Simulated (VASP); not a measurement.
Here is the system:

```
RuSi2
1.0
   -1.61603     1.61603     3.73921
    1.61603    -1.61603     3.73921
    1.61603     1.61603    -3.73921
Ru Si
1 2
Direct
  0.00000   0.00000   0.00000
  0.33568   0.33568   0.00000
  0.66432   0.66432   0.00000
```

All values below come from r2SCAN meta-GGA, VASP's PBE PAW potentials (set 64) (plane waves; VASP). Run with 400 eV cut-off, 15×15×15 Γ-centred mesh, tetrahedra with Blöchl corrections, potentials Ru_pv Si.

Give the energies of bands 5 to 14 at the high-symmetry points, in eV from the Fermi level.

| band | Γ | X | P | N | M | S | R |
|---|---|---|---|---|---|---|---|
| 5 | -7.53 | -7.90 | -7.54 | -10.89 | -11.52 | -10.58 | -8.96 |
| 6 | -4.32 | -7.04 | -7.54 | -5.98 | -4.77 | -8.16 | -6.93 |
| 7 | -4.32 | -6.14 | -7.52 | -5.60 | -4.03 | -4.38 | -5.93 |
| 8 | -4.28 | -5.91 | -3.74 | -4.21 | -2.54 | -4.10 | -4.92 |
| 9 | -3.42 | -4.25 | -3.36 | -4.12 | -2.54 | -3.33 | -4.16 |
| 10 | -1.87 | -2.46 | -3.36 | -2.63 | -1.74 | -2.58 | -3.22 |
| 11 | 2.04 | -0.40 | -0.94 | -0.35 | -1.72 | -0.72 | -0.59 |
| 12 | 2.33 | 0.36 | -0.40 | 2.34 | -1.72 | 2.24 | 0.43 |
| 13 | 2.57 | 1.66 | 2.62 | 2.38 | 4.53 | 2.44 | 1.23 |
| 14 | 2.57 | 2.78 | 2.87 | 4.69 | 5.34 | 3.97 | 3.57 |

It has no gap at this level: it comes out as a metal or semimetal.

The structure was generated: Si2Ru was put into the MoSi2 type (I4/mmm), which need not be its known phase. It was relaxed first, which changed the volume by +6 %.
